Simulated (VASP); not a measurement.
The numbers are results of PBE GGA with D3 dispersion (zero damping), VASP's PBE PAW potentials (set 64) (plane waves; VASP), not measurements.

A VASP calculation is set up with these files.

**INCAR**
```
ALGO=Normal
EDIFF=1E-6
EDIFFG=-0.02
ENCUT=520
GGA=PE
IBRION=2
ISIF=3
ISMEAR=1
IVDW=11
LASPH=T
LCHARG=F
LMAXMIX=6
LREAL=F
LWAVE=F
NELM=100
NSW=60
PREC=Accurate
SIGMA=0.1
SYSTEM=AuAl2
```

### POSCAR
```
AuAl2
1
   -0.0000000000     2.9921109938     2.9921109938
    2.9921109938    -0.0000000000     2.9921109938
    2.9921109938     2.9921109938     0.0000000000
Al Au
2 1
Direct
  0.2500000000   0.2500000000   0.2500000000
  0.7500000000   0.7500000000   0.7500000000
  0.0000000000   0.0000000000   0.0000000000
```

File KPOINTS:
```
Automatic mesh
0
Gamma
8 8 8
0 0 0
```

POTCAR, in this order: Al Au (PBE.64 set). Program: vasp_std.

What VASP printed:

**OSZICAR**
```
       N       E                     dE             d eps       ncg     rms          rms(c)
DAV:   1     0.573786292105E+02    0.57379E+02   -0.72810E+03   720   0.119E+03
DAV:   2    -0.115811862192E+02   -0.68960E+02   -0.63972E+02   804   0.202E+02
DAV:   3    -0.132869815293E+02   -0.17058E+01   -0.16950E+01   876   0.314E+01
DAV:   4    -0.133006486876E+02   -0.13667E-01   -0.13661E-01   796   0.330E+00
DAV:   5    -0.133008784245E+02   -0.22974E-03   -0.22971E-03   880   0.451E-01    0.919E+00
DAV:   6    -0.121039742627E+02    0.11969E+01   -0.64793E+00   800   0.287E+01    0.403E+00
DAV:   7    -0.120335644064E+02    0.70410E-01   -0.28807E-01   748   0.634E+00    0.186E+00
DAV:   8    -0.120051483108E+02    0.28416E-01   -0.24217E-02   808   0.125E+00    0.407E-01
DAV:   9    -0.120040958538E+02    0.10525E-02   -0.33761E-03   792   0.698E-01    0.187E-01
DAV:  10    -0.120042395784E+02   -0.14372E-03   -0.24295E-04   776   0.130E-01    0.352E-02
DAV:  11    -0.120042336867E+02    0.58917E-05   -0.79142E-06   820   0.258E-02    0.130E-02
DAV:  12    -0.120042353177E+02   -0.16309E-05   -0.40412E-06   756   0.141E-02    0.320E-03
DAV:  13    -0.120042353991E+02   -0.81401E-07   -0.20974E-07   432   0.518E-03
   1 F= -.12980176E+02 E0= -.12979772E+02  d E =-.129802E+02
```

OUTCAR:
```
------------------------ aborting loop because EDIFF is reached ----------------------------------------
 Edisp (eV)   -0.97594
  FORCE on cell =-STRESS in cart. coord.  units (eV):
  Direction    XX          YY          ZZ          XY          YZ          ZX
  --------------------------------------------------------------------------------------
  Total      -0.04922    -0.04922    -0.04922     0.00000    -0.00000     0.00000
  in kB      -1.47206    -1.47206    -1.47206     0.00000    -0.00000     0.00000
  external pressure =       -1.47 kB  Pullay stress =        0.00 kB
  volume of cell :       53.58
      direct lattice vectors                 reciprocal lattice vectors
     0.000000000  2.992110994  2.992110994    -0.167106100  0.167106100  0.167106100
     2.992110994  0.000000000  2.992110994     0.167106100 -0.167106100  0.167106100
     2.992110994  2.992110994  0.000000000     0.167106100  0.167106100 -0.167106100
 POSITION                                       TOTAL-FORCE (eV/Angst)
 -----------------------------------------------------------------------------------
      1.49606      1.49606      1.49606        -0.000000     -0.000000     -0.000000
      4.48817      4.48817      4.48817         0.000000      0.000000      0.000000
      0.00000      0.00000      0.00000        -0.000000     -0.000000     -0.000000
 -----------------------------------------------------------------------------------
    total drift:                                0.000000     -0.000000      0.000000
  FREE ENERGIE OF THE ION-ELECTRON SYSTEM (eV)
  ---------------------------------------------------
  free  energy   TOTEN  =       -12.9801760019 eV

  energy  without entropy=      -12.9789641840  energy(sigma->0) =      -12.97977206

 reached required accuracy - stopping structural energy minimisation
```
(Selected blocks of OUTCAR.)

The compound is AuAl2 in the fluorite structure. It was relaxed first. The start is the result of an earlier pass. The electron count is odd and the run is not spin-polarised, which forces a metal.
